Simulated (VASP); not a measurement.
## Ni: a series in a change of volume

Wanted: the elastic response of Ni to a change of volume, with a fit that predicts a row left out.

Method: r2SCAN, spin-polarised from a ferromagnetic start (one magnetic atom a cell); plane waves and PAW (Ni), in the first sound run; inputs show where later runs differ, in VASP 6.6.1.

Most raw output is cut from this account.

## (1) The structure

Symmetry: Fm-3m, No. 225, cubic system. Conventional cell: a = 3.520 Å, b = 3.520 Å, c = 3.520 Å, α = 90.00°, β = 90.00°, γ = 90.00°. Nearest to Ni lie 12 Ni at 2.49 Å.

## (2) Relax the crystal, r2SCAN

The series starts from the cell that this level prefers, so that zero strain is near zero stress.

This step took 2 runs in a row; the last is shown.

Level: r2SCAN, spin-polarised from a ferromagnetic start (one magnetic atom a cell); plane waves and PAW (Ni).

Contents of INCAR:

```
SYSTEM = Ni
PREC = Accurate
ENCUT = 450
EDIFF = 1E-07
NELM = 120
ISMEAR = 1
SIGMA = 0.15
LREAL = .FALSE.
ALGO = Normal
METAGGA = R2SCAN
LASPH = .TRUE.
NBANDS = 12
ISPIN = 2
MAGMOM = 1.6
LMAXMIX = 4
LORBIT = 11
LWAVE = .FALSE.
LCHARG = .FALSE.
KPAR = 8
IBRION = 2
NSW = 40
ISIF = 3
EDIFFG = -0.005
POTIM = 0.4
```

Contents of POSCAR:

```
Ni
1.0
    0.0000000000      1.7395418904      1.7395418904
    1.7395418904      0.0000000000      1.7395418904
    1.7395418904      1.7395418904      0.0000000000
Ni
1
Direct
    0.0000000000      0.0000000000      0.0000000000
```

Contents of KPOINTS:

```
Automatic mesh
0
Gamma
29 29 29
0 0 0
```

The projector-augmented-wave data sets are Ni (PBE family, release 64).

Command:

```bash
> mpirun -np 8 vasp_std
```

Wall time 3.2 min (8 MPI ranks of Intel Xeon Platinum 8259CL at 2.50GHz (Skylake/Cascade Lake), shared host); peak memory 1.8 GiB; 26 min of CPU time.

Numbers from this step:

* energy(sigma→0) of the program: -11.9433 eV
* stress, compression positive: xx, yy, zz -0.06, -0.06, -0.06 GPa
* volume: 10.523 Å³
* ionic steps: 3

## (3) Relax at fixed volume, r2SCAN

One member in full: the volume is scaled by 0.99, and the cell is held.

Level: r2SCAN, spin-polarised from a ferromagnetic start (one magnetic atom a cell); plane waves and PAW (Ni).

INCAR, as its differences from that of step 2:

```diff
@@ -18,7 +18,8 @@
 LCHARG = .FALSE.
-KPAR = 8
+KPAR = 2
 IBRION = 2
 NSW = 40
-ISIF = 3
-EDIFFG = -0.005
+ISIF = 2
+EDIFFG = -0.004
 POTIM = 0.4
+MAXMIX = 40
```

Contents of POSCAR:

```
Ni
1.0
    0.0000000000      1.7334584846      1.7334584846
    1.7334584846      0.0000000000      1.7334584846
    1.7334584846      1.7334584846      0.0000000000
Ni
1
Direct
    0.0000000000      0.0000000000      0.0000000000
```

KPOINTS is that of step 2.

Command:

```bash
> mpirun -np 2 vasp_std
```

It took 5.5 min on 2 MPI ranks; peak memory 0.42 GiB.

This run gave:

```
energy(sigma→0) of the program : -11.9423 eV
stress, compression positive   : xx, yy, zz 2.14, 2.14, 2.14 GPa
ionic steps                    : 1
```

## (4) The table

The other members went through these steps as far as the tables show, with the same cutoff and, step by step, the same mesh; 9 runs are not shown. The session took 2.5 core hours (wall time by ranks) on a shared machine.

```
volume over the relaxed volume  volume (Å³/atom)  pressure (GPa)  energy above the unstrained row, extrapolated to no smearing (meV/atom)
                         0.940             9.892          15.367                                                                   29.750
                         0.960            10.102               ?                                                                        ?
                         0.980            10.312           4.486                                                                    3.322
                         0.990            10.418           2.142                                                                    0.923
                             1            10.523          -0.069                                                                    0.000
                         1.010            10.628          -2.165                                                                    0.505
                         1.020            10.733          -4.147                                                                    2.356
                         1.040            10.944          -7.806                                                                    9.797
                         1.060            11.154         -11.059                                                                   21.800
```

## (5) Stress from the known rows

Fitting a cubic to the 8 known rows (u: logarithm of the volume ratio) gives pressure = − 723.6 u³ + 504.7 u² − 215.5 u − 0.07433 in GPa; the residuals are 0.0053 GPa r.m.s.

For the withheld row, u = -0.04082, the fit gives 9.615 GPa.

## (6) Checking the prediction

The calculation gives 9.600 GPa, so the prediction is 0.015 GPa too high, more than twice the residual of the fit.

A cubic of the pressure in ln(V/V₀) through all rows has the slope −B at V₀: B = 215 GPa, and its curvature gives B′ = 4.7.

## (7) What came out

* error of the predicted pressure: 0.015 GPa
* bulk modulus: 215 GPa

In words: The slope of the energy gives 0.29 GPa at the relaxed volume where the pressure column has -0.07 GPa, a mark of the finite basis or of the smearing. These are static values: temperature and zero-point motion are left out. In a metal the slopes also depend on mesh and smearing, which were held through the series.

[Lines on the potential files, build, host, timing and source positions are cut from VASP's logs without a mark.]

[Logs are printed without paths, hosts, clocks, repeated set-up lines and the standing remarks that a program may print on its own settings, such as how far it seeks lower states.]

[Hosts, paths, dates, database ids (printed as entryN), source tags and the programs' standing remarks are cut or masked in the printed files.]

[In band tables of VASP the shares of atoms and orbitals are scaled to a sum of 1 inside the atoms' spheres.]
